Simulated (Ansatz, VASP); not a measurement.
# GaP in two plane-wave programs

One calculation is typed for both programs; each brings its own data sets. How far apart do they land? The cell is taken from a series of runs on this material, whose earlier steps may have relaxed, scaled, displaced or heated it; both programs get it as it stands.

Calculated with Ansatz 0.2.0; plane waves, with VASP 6.6.1 beside it; zone-centre phonons at LDA.

## 1. The starting structure

The structure is cubic, space group F-43m (No. 216). The conventional cell has a = 5.391 Å, b = 5.391 Å, c = 5.391 Å, α = 90.00°, β = 90.00°, γ = 90.00°. Nearest to P lie 4 Ga at 2.33 Å. Ga has 4 P at 2.33 Å nearest. Farther neighbours are not listed.

Structure file:

```xyz
2
Lattice="0.0000 2.6957 2.6957 2.6957 0.0000 2.6957 2.6957 2.6957 0.0000" Properties=species:S:1:pos:R:3 pbc="T T T"
P     4.0436    4.0436    4.0436
Ga    0.0000    0.0000    0.0000
```

## 2. VASP: zone-centre phonons, LDA

Second derivatives magnify differences that forces hide, and they need a tight electronic threshold.

Lines of VASP's logs that name or quote its potential files are left out, and so is its time.

The input, INCAR:

```
SYSTEM = GaP
PREC = Accurate
ENCUT = 500
EDIFF = 1E-08
NELM = 120
ISMEAR = -1
SIGMA = 0.03
LREAL = .FALSE.
ALGO = Normal
GGA = PW92
NELECT = 18.003918
NBANDS = 15
LORBIT = 11
LWAVE = .FALSE.
LCHARG = .FALSE.
ISIF = 2
IBRION = 8
LASPH = .TRUE.
GGA_COMPAT = .FALSE.
KPAR = 2
```

The input, POSCAR:

```
GaP
1.0
    0.0000000000      2.6957056919      2.6957056919
    2.6957056919      0.0000000000      2.6957056919
    2.6957056919      2.6957056919      0.0000000000
P Ga
1 1
Direct
    0.7500000000      0.7500000000      0.7500000000
    0.0000000000      0.0000000000      0.0000000000
```

The input, KPOINTS:

```
Automatic mesh
0
Gamma
30 30 30
0 0 0
```

PAW data sets: P and Ga_d (LDA family, release 64).

The run is started by

```
mpirun -np 2 vasp_std
```

Numbers of over 12 decimals in the logs are rounded to 6 here.

Output:

```text
[banner, memory and clock lines left out]
running    2 mpi-ranks, on    1 nodes
 distrk:  each k-point on    1 cores,    2 groups
 distr:  one band on    1 cores,    1 groups

 POSCAR found type information on POSCAR P Ga
 POSCAR found :  2 types and       2 ions
|                                                                             |
|               ----> ADVICE to this user running VASP <----                  |
|                                                                             |
|     You enforced a specific xc type in the INCAR file but a different       |
|     [... a line on the potential file left out ...]
|     I HOPE YOU KNOW WHAT YOU ARE DOING!                                     |
|                                                                             |

 LDA part: xc-table for (Slater(with rela. corr.)+PW92), standard interpolation
 POSCAR, INCAR and KPOINTS ok, starting setup
 FFT: planning ... GRIDC
 FFT: planning ... GRID_SOFT
 FFT: planning ... GRID
 WAVECAR not read
 entering main loop
       N       E                     dE             d eps       ncg     rms          rms(c)
DAV:   1     0.781676670070E+02    0.78168E+02   -0.89829E+03 23300   0.171E+03
DAV:   2    -0.466159946534E+01   -0.82829E+02   -0.79111E+02 25626   0.313E+02
DAV:   3    -0.106574005271E+02   -0.59958E+01   -0.59732E+01 27859   0.679E+01
DAV:   4    -0.107569544768E+02   -0.99554E-01   -0.99519E-01 28311   0.946E+00
DAV:   5    -0.107589620846E+02   -0.20076E-02   -0.20075E-02 29282   0.117E+00BRMIX: very serious problems
 the old and the new charge density differ
 old charge density:    18.00000 new   18.00392
BRMIX: very serious problems
 the old and the new charge density differ
 old charge density:    18.00000 new   18.00392
    0.448E+00
DAV:   6    -0.104799389698E+02    0.27902E+00   -0.38748E-01 35074   0.113E+01    0.289E+00
DAV:   7    -0.104294211933E+02    0.50518E-01   -0.93435E-02 29319   0.224E+00    0.107E+00
DAV:   8    -0.104247810877E+02    0.46401E-02   -0.12251E-02 28954   0.129E+00    0.211E-01
DAV:   9    -0.104247418166E+02    0.39271E-04   -0.10434E-03 33784   0.422E-01    0.621E-02
DAV:  10    -0.104247389240E+02    0.28926E-05   -0.52296E-05 34835   0.908E-02    0.243E-02
DAV:  11    -0.104247449011E+02   -0.59771E-05   -0.88697E-06 28924   0.441E-02    0.757E-03
DAV:  12    -0.104247447020E+02    0.19908E-06   -0.50465E-07 28856   0.782E-03    0.504E-03
DAV:  13    -0.104247446780E+02    0.24038E-07   -0.20291E-07 29819   0.461E-03    0.910E-04
DAV:  14    -0.104247446770E+02    0.10155E-08   -0.95086E-09 19813   0.120E-03
   1 F= -.10424745E+02 E0= -.10424625E+02  d E =-.238661E-03
 Linear response reoptimize wavefunctions to high precision
DAV:   1    -0.104247446770E+02   -0.82764E-10   -0.18370E-09 24106   0.410E-04
DAV:   2    -0.104247446771E+02   -0.23192E-10   -0.22454E-10 15270   0.141E-04
 Linear response DOF=           2
 Linear response progress:
  Degree of freedom:   1/  2
       N       E                     dE             d eps       ncg     rms          rms(c)
RMM:   1    -0.508419605106E-01   -0.50842E-01    0.56188E-03262201   0.182E+00
RMM:   2    -0.473886581129E-01    0.34533E-02   -0.61693E-03204651   0.547E-01    0.122E-01
RMM:   3    -0.474368424319E-01   -0.48184E-04   -0.53267E-04226613   0.177E-01    0.594E-02
RMM:   4    -0.477059541665E-01   -0.26911E-03   -0.82572E-05220585   0.655E-02    0.114E-02
RMM:   5    -0.477187456686E-01   -0.12792E-04   -0.10780E-05237341   0.224E-02    0.693E-03
RMM:   6    -0.477016169754E-01    0.17129E-04   -0.17605E-06221653   0.801E-03    0.384E-03
RMM:   7    -0.477024070569E-01   -0.79008E-06   -0.76307E-08233891   0.311E-03    0.757E-04
RMM:   8    -0.477002735839E-01    0.21335E-05    0.15085E-09227967   0.105E-03    0.148E-04
RMM:   9    -0.476999802415E-01    0.29334E-06    0.46308E-09234810   0.319E-04    0.223E-05
RMM:  10    -0.477000458547E-01   -0.65613E-07   -0.45485E-09227301   0.113E-04    0.583E-06
RMM:  11    -0.477000388262E-01    0.70285E-08   -0.28638E-09233642   0.449E-05    0.641E-06
 first order change of Fermi-energy   0.12737E-04
 force on displaced ion       1 direction 1 : -10.428   0.000   0.000
 Linear response progress:
  Degree of freedom:   2/  2
       N       E                     dE             d eps       ncg     rms          rms(c)
RMM:   1    -0.167101395685E+00   -0.16710E+00    0.11957E-01140984   0.869E+00
RMM:   2    -0.164990005881E+00    0.21114E-02   -0.26336E-02217614   0.145E+00    0.560E-02
RMM:   3    -0.165433946197E+00   -0.44394E-03   -0.39899E-03227492   0.433E-01    0.418E-02
RMM:   4    -0.165311587743E+00    0.12236E-03   -0.13082E-03239416   0.166E-01    0.150E-02
RMM:   5    -0.165291049900E+00    0.20538E-04   -0.52014E-05238369   0.405E-02    0.497E-03
RMM:   6    -0.165294624280E+00   -0.35744E-05   -0.12172E-05235675   0.143E-02    0.880E-04
RMM:   7    -0.165294962647E+00   -0.33837E-06   -0.52784E-06236061   0.574E-03    0.124E-04
RMM:   8    -0.165293635288E+00    0.13274E-05   -0.22738E-06239225   0.240E-03    0.404E-05
RMM:   9    -0.165293281161E+00    0.35413E-06   -0.13009E-06239917   0.101E-03    0.220E-05
RMM:  10    -0.165293180082E+00    0.10108E-06   -0.56567E-07240663   0.450E-04    0.987E-06
RMM:  11    -0.165293142846E+00    0.37235E-07   -0.23603E-07241530   0.209E-04    0.461E-06
RMM:  12    -0.165293103014E+00    0.39832E-07   -0.14674E-07240574   0.101E-04    0.110E-06
RMM:  13    -0.165293098665E+00    0.43493E-08   -0.82967E-08234657   0.521E-05    0.675E-07
 first order change of Fermi-energy   0.11658E-04
 force on displaced ion       2 direction 1 : -10.435   0.000   0.000
 Linear response finished
```

OUTCAR, selected parts (step 2):

```text
NELECT = 18.003918

 ion  position               nearest neighbor table
   1  0.750  0.750  0.750-   2 2.33   2 2.33   2 2.33   2 2.33
   2  0.000  0.000  0.000-   1 2.33   1 2.33   1 2.33   1 2.33

  LATTYP: Found a face centered cubic cell.
 ALAT       =     5.3914113838

 Subroutine GETGRP returns: Found 24 space group operations
 (whereof 24 operations were pure point group operations)

The static configuration has the point symmetry T_d .

 Found    752 irreducible k-points:

   k-points           NKPTS =    752   k-points in BZ     NKDIM =    752   number of bands    NBANDS=     15

   dimension x,y,z NGX =    28 NGY =   28 NGZ =   28
   dimension x,y,z NGXF=    56 NGYF=   56 NGZF=   56

   ENCUT  =  500.0 eV  36.75 Ry    6.06 a.u.   6.95  6.95  6.95*2*pi/ulx,y,z

 k-points in reciprocal lattice and weights: Automatic mesh
   0.00000000  0.00000000  0.00000000       0.000
   0.03333333  0.00000000  0.00000000       0.000
   0.06666667  0.00000000  0.00000000       0.000
   0.10000000  0.00000000  0.00000000       0.000
   0.13333333  0.00000000  0.00000000       0.000
   0.16666667  0.00000000  0.00000000       0.000
   0.20000000  0.00000000  0.00000000       0.000
   0.23333333  0.00000000  0.00000000       0.000
   0.26666667  0.00000000  0.00000000       0.000
[...]
-0.26666667  0.46666667  0.23333333       0.001
  -0.26666667  0.50000000  0.23333333       0.000

 average (electrostatic) potential at core
       1 -84.3187       2 -66.2735

  Total        0.0465740      0.0465740      0.0465740      0.0000000      0.0000000     -0.0000000
  in kB        1.9046144      1.9046144      1.9046144      0.0000000      0.0000000     -0.0000000
  external PRESSURE =       1.9046144 kB  Pullay stress =       0.0000000 kB

  energy-cutoff  :      500.00
  volume of cell :       39.18
      direct lattice vectors                 reciprocal lattice vectors
     0.000000000  2.695705692  2.695705692    -0.185480189  0.185480189  0.185480189
     2.695705692  0.000000000  2.695705692     0.185480189 -0.185480189  0.185480189
     2.695705692  2.695705692  0.000000000     0.185480189  0.185480189 -0.185480189

 POSITION                                       TOTAL-FORCE (eV/Angst)
 -----------------------------------------------------------------------------------
      4.04356      4.04356      4.04356        -0.000000     -0.000000     -0.000000
      0.00000      0.00000      0.00000         0.000000      0.000000      0.000000
 -----------------------------------------------------------------------------------
    total drift:                               -0.000000     -0.000000     -0.000000

 Eigenvectors and eigenvalues of the dynamical matrix
 ----------------------------------------------------

   1 f  =   10.902279 THz    68.501038 2PiTHz  363.660878 cm-1    45.088182 meV
             X         Y         Z           dx          dy          dz
      4.043559  4.043559  4.043559     0.000000    0.832020    0.000000
      0.000000  0.000000  0.000000     0.000000   -0.554745    0.000000

   2 f  =   10.902279 THz    68.501038 2PiTHz  363.660878 cm-1    45.088182 meV
             X         Y         Z           dx          dy          dz
      4.043559  4.043559  4.043559     0.832020    0.000000    0.000000
      0.000000  0.000000  0.000000    -0.554745    0.000000    0.000000

   3 f  =   10.902279 THz    68.501038 2PiTHz  363.660878 cm-1    45.088182 meV
             X         Y         Z           dx          dy          dz
      4.043559  4.043559  4.043559     0.000000    0.000000    0.832020
      0.000000  0.000000  0.000000     0.000000    0.000000   -0.554745

   4 f/i=    0.001725 THz     0.010840 2PiTHz    0.057549 cm-1     0.007135 meV
             X         Y         Z           dx          dy          dz
      4.043559  4.043559  4.043559    -0.554745    0.000000    0.000000
      0.000000  0.000000  0.000000    -0.832020    0.000000    0.000000

   5 f/i=    0.001725 THz     0.010840 2PiTHz    0.057549 cm-1     0.007135 meV
             X         Y         Z           dx          dy          dz
      4.043559  4.043559  4.043559     0.000000   -0.554745    0.000000
      0.000000  0.000000  0.000000     0.000000   -0.832020    0.000000

   6 f/i=    0.001725 THz     0.010840 2PiTHz    0.057549 cm-1     0.007135 meV
             X         Y         Z           dx          dy          dz
      4.043559  4.043559  4.043559     0.000000    0.000000   -0.554745
      0.000000  0.000000  0.000000     0.000000    0.000000   -0.832020

 ELASTIC MODULI CONTR FROM IONIC RELAXATION (kBar)
 Direction    XX          YY          ZZ          XY          YZ          ZX
 --------------------------------------------------------------------------------
 XX          -0.0000     -0.0000      0.0000     -0.0000      0.0000     -0.0000
 YY          -0.0000     -0.0000     -0.0000     -0.0000     -0.0000     -0.0000
 ZZ           0.0000     -0.0000     -0.0000      0.0000     -0.0000     -0.0000
 XY          -0.0000     -0.0000      0.0000   -240.6058     -0.0000     -0.0000
 YZ           0.0000     -0.0000     -0.0000     -0.0000   -240.6058     -0.0000
 ZX          -0.0000     -0.0000     -0.0000     -0.0000     -0.0000   -240.6058
 --------------------------------------------------------------------------------
```

The cell is charged against a uniform background.

## 3. Ansatz: zone-centre phonons, LDA

Ansatz runs on its PAW soft_1 files.

The same cell, functional (in two slightly different forms), mesh and smearing now go to Ansatz, which takes its cutoff from its data sets.

The input, input.yaml:

```yaml
crystal:
  lattice:
    - [0.0, 2.6957056919, 2.6957056919]
    - [2.6957056919, 0.0, 2.6957056919]
    - [2.6957056919, 2.6957056919, 0.0]
  atoms:
    - { symbol: P, position: [0.75, 0.75, 0.75] }
    - { symbol: Ga, position: [0.0, 0.0, 0.0] }
total_charge: -0.003918
kpoints:
  mp_grid: { grid: [30, 30, 30] }
hamiltonian:
  xc: lda
  pseudopotentials: { kind: paw, azcp: { folder: soft_1 }, xc_functional: pbe }
scf:
  occupations: { method: fermi_dirac, width: 0.03 }
output:
  eigenvalues: true
phonons:
  method: dfpt
```

The run is started by

```
ansatz run input.yaml --threads 8 --pin off --max-ram 16384MiB --backend cpu --events-out ev --progress --plain --runs-dir out
```

Output:

```text
zone centre: on kpoints.mp_grid the ground state, and the responses unless they are solved on pairs of k-points, stand on 1992 of the mesh's 27000 k-points, reduced under 8 symmetry operations, with k and −k counted as one. Each operation leaves every solved displacement unchanged or reverses it
Engine: ansatz 0.2.0, aarch64-unknown-linux-gnu
Pseudopotentials: kind: paw
Pseudopotential: P, paw, valence charge 5, recommended cutoff 420 eV (normal), soft_1/P.paw.azcp
Pseudopotential: Ga, paw, valence charge 13, recommended cutoff 420 eV (normal), soft_1/Ga.paw.azcp
Functional definition: SPW92
  exchange = slater_x
  correlation = pw_c
Crystal: 2 atoms, lattice volume = 39.178 Å³
Basis set: ecut = 420 eV, 749 PW (Γ), exchange–correlation on 54×54×54 points (8 copies of the dense FFT grid, shifted against one another)
Bands: 14, of which v1, the nominal top of the filled ones, is band 9 counted from 1 (8 counted from 0)
Symmetry: 24 space group operations
k-points: 1992 of 27000 (irreducible under 8 space group operations, time reversal used)
Non-local potential: P, projectors of the file, l = 0: 2, l = 1: 2, l = 2: 1
Non-local potential: Ga, projectors of the file, l = 0: 2, l = 1: 2, l = 2: 3, l = 3: 1
PAW form: soft (Blöchl's): semilocal exchange-correlation on the pseudo side does not see the compensation charge
PAW frozen core: P, regenerated for the run's functional, and the local potential with it (the file was generated under x = pbe(κ = 0.804, μ = 0.219515), c = pbe(β = 0.066725))
PAW frozen core: Ga, regenerated for the run's functional, and the local potential with it (the file was generated under x = pbe(κ = 0.804, μ = 0.219515), c = pbe(β = 0.066725))
PAW one-centre angular grid: P, 110 points (default); XC on 64 Gauss nodes
PAW one-centre angular grid: Ga, 590 points (default); XC on 64 Gauss nodes
Initial density: superposition of atomic densities (chi_scale 0.1, normalization cell, long waves kept (reshape's long-wave potential 0.00 eV rms))
Initial wavefunctions: pseudopotential atomic-orbital guess
Functional: x = slater, c = lda
SCF iter   1: F=—  HF=-4433.931441 eV  |F-HF|=—  |Δ(HF+E_count)|=         —  Δρ=4.46e-2  dr2=6.60e-1  ethr=3.10e-3  ⟨swp⟩=6.5  Hψ=190786  notcnv=0
preconditioner: auto → Kerker (q_TF=auto, 2.397 Å⁻¹)  [metal: Δε(μ)=0.029 eV  Ē_g=16.352 eV  σ=0.030 eV  W_gap=0.23  n_scr=14 (ndim 8)  ℏωp=25.2 eV  f_vac=0.000  D(μ)=0.09/eV (n_scr^D=0)]
SCF iter   2: F=—  HF=-4433.810900 eV  |F-HF|=—  |Δ(HF+E_count)|=   1.21e-1  Δρ=2.73e-2  dr2=2.55e-1  ethr=3.10e-3  ⟨swp⟩=2.0  Hψ=52194  notcnv=0  defer=1452
SCF iter   3: F=—  HF=-4433.747491 eV  |F-HF|=—  |Δ(HF+E_count)|=   6.34e-2  Δρ=5.36e-3  dr2=1.45e-2  ethr=1.42e-3  ⟨swp⟩=3.0  Hψ=52784  notcnv=0  defer=1452
SCF iter   4: F=—  HF=-4433.740167 eV  |F-HF|=—  |Δ(HF+E_count)|=   7.32e-3  Δρ=2.96e-3  dr2=5.63e-3  ethr=8.07e-5  ⟨swp⟩=2.5  Hψ=53966  notcnv=0  defer=1452
SCF iter   5: F=—  HF=-4433.738928 eV  |F-HF|=—  |Δ(HF+E_count)|=   1.24e-3  Δρ=1.29e-3  dr2=6.96e-4  ethr=3.12e-5  ⟨swp⟩=2.0  Hψ=52891  notcnv=0  defer=1454
SCF iter   6: F=—  HF=-4433.739062 eV  |F-HF|=—  |Δ(HF+E_count)|=   1.34e-4  Δρ=2.05e-4  dr2=1.55e-5  ethr=3.87e-6  ⟨swp⟩=2.0  Hψ=44364  notcnv=0  defer=1454
SCF iter   7: F=—  HF=-4433.739067 eV  |F-HF|=—  |Δ(HF+E_count)|=   4.86e-6  Δρ=3.75e-5  dr2=3.51e-7  ethr=8.63e-8  ⟨swp⟩=2.8  Hψ=42658  notcnv=0  defer=1454
SCF iter   8: F=—  HF=-4433.739068 eV  |F-HF|=—  |Δ(HF+E_count)|=   6.35e-7  Δρ=9.91e-6  dr2=2.73e-8  ethr=1.95e-9  ⟨swp⟩=2.0  Hψ=45868  notcnv=0  defer=1454
SCF iter   9: F=—  HF=-4433.739068 eV  |F-HF|=—  |Δ(HF+E_count)|=   7.49e-9  Δρ=1.74e-6  dr2=1.97e-9  ethr=1.52e-10  ⟨swp⟩=2.2  Hψ=40991  notcnv=0  defer=1454
SCF iter  10: F=—  HF=-4433.739068 eV  |F-HF|=—  |Δ(HF+E_count)|=  4.09e-10  Δρ=4.78e-7  dr2=1.39e-10  ethr=1.09e-11  ⟨swp⟩=1.5  Hψ=27735  notcnv=0  defer=1454
SCF iter  11: F=-4433.739068 eV  HF=-4433.739068 eV  |F-HF|=3.64e-12  |Δ(HF+E_count)|=  2.55e-11  Δρ=8.04e-8  dr2=2.05e-12  ethr=1.00e-12  ⟨swp⟩=9.6  Hψ=171911  notcnv=0
SCF 1 converged in 11 iterations: F = -4433.739068 eV  dr2 = 2.05e-12
  greatest PAW one-centre occupation: 0.994 electrons in one spin orbital (limit 2), on the Ga atom at site 1 (counted from 0), in its partial waves of l = 2
DFPT response loops at Γ: preconditioner auto → Kerker (q_TF=auto, 2.397 Å⁻¹) (partly filled bands, converged f_vac=0.002); β = 1.00, the filter's whole step (`scf.mixing.beta` (0.50) is not read by the response loops under this deck's `scf.mixing.preconditioner`; to damp them name `kerker` or `kerker_dos`, under which they read `scf.mixing.beta`, and type it under 1.00, their step now; both keys bind the ground state too); Broyden in place of MSR1
SCF converged after 11 iterations
Free energy (F): -4433.739068 eV
Harris-Foulkes:  -4433.739068 eV  (|F-HF|=3.64e-12)
Internal energy: -4433.738829 eV  (E = F + TS)
E sigma→0 (E₀):  -4433.738948 eV
Entropy (-TS):   -0.000239 eV (-0.120 meV/atom)
Fermi energy:    8.667890 eV
--- Per-component energies (eV) ---
  E_band       = -58.595479
  E_kinetic    = 182.144019
  E_local      = -1658.737150  (includes V_loc(G=0)·N_el)
  E_nonlocal   = -57.278182
  E_hartree    = 1006.388220
  E_xc         = -135.980509
  E_vxc        = -118.629834  (∫ρ·V_xc dr)
  E_paw        = -2445.089649  (= ΣΔE_a)
  E_vpaw       = -418.870557  (= ΣTr[D̂ρ^β])
  E_aug_tail   = -0.000182  (compensation charges beyond the density's cutoff)
  E_ewald      = -1327.031227
  E_core_change = 1.845833  (= ΣΔE_core)
  E_smearing   = -0.000239  (= −TS)
  E_closure    = -0.000000  (closes the sum)
  E_deformation_potential = -0.054527  (in the stress; not in F)
  Σ components = -4433.739068   (vs F -4433.739068, Δ=0.00e0)
--- Band table (eV; the first three rows and the last of 1992) ---
  k-point 0: bands = [... 5 lower, -5.5247, 7.2433, 7.2433, 7.2433, 9.1238, 11.0222, 11.0222, 11.0222, ... 1 higher]
  k-point 1: bands = [... 5 lower, -5.5095, 7.0488, 7.2231, 7.2231, 9.2555, 11.0449, 11.0527, 11.0527, ... 1 higher]
  k-point 2: bands = [... 5 lower, -5.4641, 6.5906, 7.1654, 7.1654, 9.5021, 11.1399, 11.1399, 11.1436, ... 1 higher]
  k-point 1991: bands = [... 5 lower, -2.2652, 0.4573, 3.4751, 3.6163, 11.7437, 12.0299, 13.3675, 13.4099, ... 1 higher]
--- Phonons (Γ-DFPT): 2 representative perturbations + reference, on 1992 of 27000 k-points (Σ response iterations 6) ---
  k mesh reduced under 8 symmetry operations, with k and −k counted as one. Each operation leaves every solved displacement unchanged or reverses it
  ASR residual: 4.635e-5 → 0.000e0 eV/Å²; symmetrization residual: 2.114e-6 eV/Å²
  ASR residual per site (eV/Å²): 1.40e-5 4.64e-5
  Γ frequencies (cm⁻¹): 0.00 0.00 0.00 364.01 364.01 364.01
  non-analytic LO–TO correction: not included (Born effective charges unavailable; polar crystals: no LO–TO splitting at Γ)
```

## 4. Comparison

Known differences besides the potentials themselves: the cutoff is 420 eV in Ansatz and 500 eV in VASP; VASP's log shows a relativistic correction to its local exchange, Ansatz's none. Total energies have different zeros and are not compared.

Both answers:

| quantity | Ansatz | VASP | difference |
| --- | --- | --- | --- |
| optical mode 1 to 3 (cm⁻¹) | 364.0 | 363.7 | +0.10 % |

Modes are paired by rising frequency, not by their patterns, so a pair may set unlike modes beside each other; they are those without the splitting of longitudinal modes. The cell carries a charge of -0.003918 e against a uniform background, so its pressure also hangs on how the neutralising background is counted, and in a defect's cell a gap may be the spacing between its levels.

## 5. Summary of results

| Property | Result |
| --- | --- |
| r.m.s. difference of the optical zone-centre modes, each program's sorted by frequency (zone-centre phonons, LDA) | 0.35 cm⁻¹ |

The r.m.s. difference of the optical zone-centre modes, each program's sorted by frequency is 0.35 cm⁻¹ (zone-centre phonons, LDA). How closely two codes agree says nothing of how well the functional describes the real material.

[Lines on the potential files, build, host, timing and source positions are cut from VASP's logs without a mark.]

[Logs are printed without paths, hosts, clocks, repeated set-up lines and the standing remarks that a program may print on its own settings, such as how far it seeks lower states.]

[Hosts, paths, dates, database ids (printed as entryN), source tags and the programs' standing remarks are cut or masked in the printed files.]
